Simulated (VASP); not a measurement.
Input:

```
CELL_PARAMETERS angstrom
      1.81875    -3.15016     0.00000
      1.81875     3.15016     0.00000
      0.00000     0.00000     4.95402
ATOMIC_POSITIONS crystal
  Pt 0.00000 0.00000 0.00000
  Se 0.33333 0.66667 0.25500
  Se 0.66667 0.33333 0.74500
```

Calculation: PBE GGA, VASP's PBE PAW potentials (set 64) (plane waves; VASP). Run with 300 eV cut-off, 8×8×5 Γ-centred mesh, Fermi-Dirac smearing of 0.020 eV, potentials Pt Se.

Task: Give the energies of bands 3 to 14 at the high-symmetry points, in eV from the Fermi level.

Result: 
```csv
band,Γ,M,K,A,L,H
3,-7.93,-7.98,-7.52,-6.96,-8.36,-7.12
4,-7.03,-6.33,-6.74,-6.96,-6.58,-7.12
5,-7.03,-5.90,-6.74,-5.92,-6.51,-6.78
6,-4.47,-4.62,-5.23,-4.51,-5.42,-4.91
7,-4.47,-4.27,-5.23,-4.51,-3.95,-4.91
8,-2.94,-3.90,-4.19,-3.36,-3.88,-4.76
9,-1.20,-3.86,-3.01,-1.79,-3.56,-4.08
10,-1.20,-3.76,-2.03,-1.72,-3.07,-2.84
11,0.40,-3.24,-2.03,-1.72,-1.56,-2.84
12,1.38,0.55,-0.11,2.42,0.83,2.11
13,1.38,2.48,-0.11,2.42,1.67,2.11
14,3.33,4.96,3.85,4.69,4.49,6.88
```

It has no gap at this level: it comes out as a metal or semimetal.

The structure is a typed PtSe2 crystal. The cell was not relaxed at this level.
